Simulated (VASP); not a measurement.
CoAl (CsCl type): the bulk modulus from VASP (plane waves, PAW) at several levels of theory. Static lattice, third-order Birch-Murnaghan fit over five volumes.  The measured value holds thermal and zero-point effects that the static calculation lacks.

```tsv
level	bulk modulus (GPa)	error against measurement
RPBE	169	+4.1 %
AM05	193	+19.2 %
PBE-D3(BJ)	194	+19.7 %
PBE-D4	194	+19.5 %
optB88-vdW	181	+11.5 %
rev-vdW-DF2	185	+14.3 %
SCAN	219	+34.9 %
```

Measured: 162 GPa (as given by Yamada et al., (2019), arXiv:1910.09660).

The cell of the RPBE run:

AlCo is taken in the cubic space group Pm-3m (No. 221), the CsCl type structure, Pearson symbol cP2. Conventional cell: a = b = c = 2.8725 Å, α = β = γ = 90.00°. Al on 1b is surrounded by 8 Co at 2.488 Å and 6 Al at 2.873 Å. Co on 1a has 8 Al at 2.488 Å and 6 Co at 2.873 Å. (Neighbours: up to the widest gap in distance over summed covalent radii, below 1.35, at either atom.)

Only levels that ran to the end are used. Left out are those held back, those with too coarse a band path, GW runs whose mesh misses a band edge, hybrids' fits of cells that aren't cubic and levels without matching references; a question may draw on a part of the rest.

The compound is CoAl in the CsCl type structure.
